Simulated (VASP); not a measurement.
Output of a VASP run:

### OSZICAR
```
       N       E                     dE             d eps       ncg     rms          rms(c)
DAV:   1     0.114607845280E+03    0.11461E+03   -0.87851E+03   915   0.165E+03
DAV:   2    -0.106873143754E+01   -0.11568E+03   -0.11124E+03   955   0.343E+02
DAV:   3    -0.928300119545E+01   -0.82143E+01   -0.81085E+01  1178   0.945E+01
DAV:   4    -0.949394328032E+01   -0.21094E+00   -0.21080E+00  1079   0.154E+01
DAV:   5    -0.950422195025E+01   -0.10279E-01   -0.10278E-01  1358   0.332E+00    0.902E+00
DAV:   6    -0.895883936777E+01    0.54538E+00   -0.82413E-01  1322   0.211E+01    0.507E+00
DAV:   7    -0.887561546858E+01    0.83224E-01   -0.34828E-01  1174   0.665E+00    0.152E+00
DAV:   8    -0.886930697760E+01    0.63085E-02   -0.34982E-02  1277   0.290E+00    0.899E-01
DAV:   9    -0.886881769442E+01    0.48928E-03   -0.19263E-03  1235   0.826E-01    0.406E-01
DAV:  10    -0.886885169612E+01   -0.34002E-04   -0.23772E-04  1429   0.263E-01    0.188E-01
DAV:  11    -0.886883331628E+01    0.18380E-04   -0.14283E-04  1400   0.261E-01    0.172E-01
DAV:  12    -0.886882494397E+01    0.83723E-05   -0.19729E-05  1110   0.706E-02    0.365E-02
DAV:  13    -0.886882487580E+01    0.68167E-07   -0.23679E-06   876   0.125E-02
   1 F= -.16040270E+01 E0= -.16040270E+01  d E =-.160403E+01
```

### OUTCAR
```
------------------------ aborting loop because EDIFF is reached ----------------------------------------
  FORCE on cell =-STRESS in cart. coord.  units (eV):
  Direction    XX          YY          ZZ          XY          YZ          ZX
  --------------------------------------------------------------------------------------
  Total        7.2479828      7.2479828      7.2479828      0.0000000      0.0000000      0.0000000
  in kB      299.3056203    299.3056203    299.3056203      0.0000000      0.0000000      0.0000000
  external PRESSURE =      -0.6943797 kB  Pullay stress =     300.0000000 kB
  volume of cell :       38.80
      direct lattice vectors                 reciprocal lattice vectors
     0.000000000  2.686958482  2.686958482    -0.186084007  0.186084007  0.186084007
     2.686958482  0.000000000  2.686958482     0.186084007 -0.186084007  0.186084007
     2.686958482  2.686958482  0.000000000     0.186084007  0.186084007 -0.186084007
  FREE ENERGIE OF THE ION-ELECTRON SYSTEM (eV)
  ---------------------------------------------------
  free  energy   TOTEN  =        -8.8688248758 eV

  energy  without entropy=       -8.8688248758  energy(sigma->0) =       -8.86882488
  enthalpy is  TOTEN    =        -1.6040269962 eV   P V=        7.2647978796

 reached required accuracy - stopping structural energy minimisation
```
(Selected blocks of OUTCAR.)

POSCAR:
```
InP
1
   -0.0000000000     2.6869584824     2.6869584824
    2.6869584824     0.0000000000     2.6869584824
    2.6869584824     2.6869584824     0.0000000000
In P
1 1
Direct
  1.0000000000   1.0000000000   1.0000000000
  0.2500000000   0.2500000000   0.2500000000
```

Task: Write an INCAR and KPOINTS that could have produced this output.

Result: This is not unique; one that fits is the input of the run itself, LDA (Ceperley-Alder, Perdew-Zunger), plane waves, VASP's LDA PAW potentials (set 64).

### KPOINTS
```
Automatic
0
G
 9 9 9
0 0 0
```

### INCAR
```
SYSTEM = InP
PREC = Accurate; ENCUT = 500; LREAL = .False.
LASPH = .True.
EDIFF = 1E-6; NELM = 100; ALGO = Normal
LMAXMIX = 4
ISMEAR = 0; SIGMA = 0.05
IBRION = 2; NSW = 40; ISIF = 3
EDIFFG = -0.02; PSTRESS = 300
LWAVE = .False.; LCHARG = .False.
```

POTCAR, in this order: In_d P (LDA.64 set). Program: vasp_std.

The compound is InP in the zinc blende structure. It was relaxed first under an external pressure of 30 GPa.
